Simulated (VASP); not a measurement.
Input of a VASP 6.6.1 run:

File INCAR:

```
SYSTEM = HPbNO4
  PREC = Accurate
  ENCUT = 520
  EDIFF = 1E-6
  ISMEAR = -1
  SIGMA = 0.05
  LREAL = .False.
  LASPH = .True.
  NELM = 60
  ALGO = Normal
  ISIF = 2
  LWAVE = .False.
  LCHARG = .True.
  GGA = PE
  LVHAR = .True.
  KPAR = 4
```

KPOINTS

```
Automatic mesh
0
Gamma
  7 5 4
  0 0 0
```

File POSCAR:

```
HPbNO4
1.0
    4.1204000000     -0.0008100000     -0.0112000000
    0.0040400000      6.4272200000      0.0536000000
    0.0279100000      3.2070700000      7.7499400000
H Pb N O
2 2 2 8
Direct
    0.9036600000      0.2182100000      0.4885100000
    0.4033700000      0.7817700000      0.5114200000
    0.3945500000      0.3086300000      0.7072500000
    0.8948900000      0.6913500000      0.2926600000
    0.6340900000      0.1999000000      0.2073000000
    0.1338600000      0.8001200000      0.7927500000
    0.9082900000      0.3286600000      0.5436900000
    0.5379200000      0.3907600000      0.1949700000
    0.5348300000      0.1127900000      0.1060200000
    0.8371800000      0.0888700000      0.3267200000
    0.4081700000      0.6713200000      0.4562400000
    0.0377400000      0.6092400000      0.8052000000
    0.0342900000      0.8873700000      0.8939700000
    0.3371600000      0.9110100000      0.6733000000
```

Potentials or basis: VASP PAW PBE potentials, release 64 (H, Pb_d, N, O).

Launch:

```bash
$ cat potpaw_PBE.64/H/POTCAR potpaw_PBE.64/Pb_d/POTCAR potpaw_PBE.64/N/POTCAR potpaw_PBE.64/O/POTCAR > POTCAR
$ mpirun -np 4 vasp_std > vasp.out
```

Question: Estimate the largest force.

Answer: 0.414 eV/Å.

Question: What does it give for the pressure?

Answer: 0.6 GPa.

Question: What does it give for the band gap on the k mesh?

Answer: 3.27 eV, indirect (least direct gap 3.36 eV).

Forces in eV/Å, atoms in the order of the input:
```
H   -0.002 -0.094 -0.046
H   -0.002  0.094  0.046
Pb   0.006  0.006  0.013
Pb   0.005 -0.006 -0.013
N    0.043 -0.006  0.045
N    0.040  0.004 -0.043
O   -0.001  0.069  0.039
O   -0.121  0.390 -0.020
O   -0.132 -0.296 -0.258
O    0.208 -0.077  0.232
O   -0.002 -0.070 -0.040
O   -0.120 -0.389  0.021
O   -0.130  0.296  0.258
O    0.208  0.077 -0.235
```

Caveat: the standard files for N, O and F lose accuracy on very short bonds; spin-orbit coupling is left out, which as a rule narrows the gap of such compounds by several tenths of an eV; an odd mesh through Γ misses points on the zone boundary, where band edges often lie.
